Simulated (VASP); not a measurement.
```
CELL_PARAMETERS angstrom
      4.12867     0.00000     0.00000
      0.00000     4.12867     0.00000
      0.00000     0.00000     5.14826
ATOMIC_POSITIONS crystal
  Pb 0.50000 0.00000 0.76514
  Pb 0.00000 0.50000 0.23486
  O  0.50000 0.50000 0.00000
  O  0.00000 0.00000 0.00000
```

These are PBE GGA with D3 dispersion (zero damping), VASP's PBE PAW potentials (set 64) (plane waves; VASP 6.6.1) values and carry that method's errors. Run with 520 eV cut-off, 6×6×5 Γ-centred mesh, Gaussian smearing of 0.050 eV, potentials Pb_d O.

Task: The ions and cell shape at fixed volume are relaxed. Give the cell that the relaxation ends in.

Result: 
```
CELL_PARAMETERS angstrom
      4.05758     0.00000     0.00000
      0.00000     4.05758     0.00000
      0.00000     0.00000     5.33024
ATOMIC_POSITIONS crystal
  Pb 0.50000 0.00000 0.77700
  Pb 0.00000 0.50000 0.22300
  O  0.50000 0.50000 0.00000
  O  0.00000 0.00000 0.00000
```
Space group P4/nmm (129), at a tolerance of 0.03 Å.

Task: How much energy does the relaxation gain?

Result: The energy (σ→0) changes by -12.8 meV/atom, in 8 ionic steps.

The compound is PbO in the litharge structure. This cell is one point of a volume scan, at 1.06 of the reference volume. Symmetry was kept, so distortions that lower it aren't found.
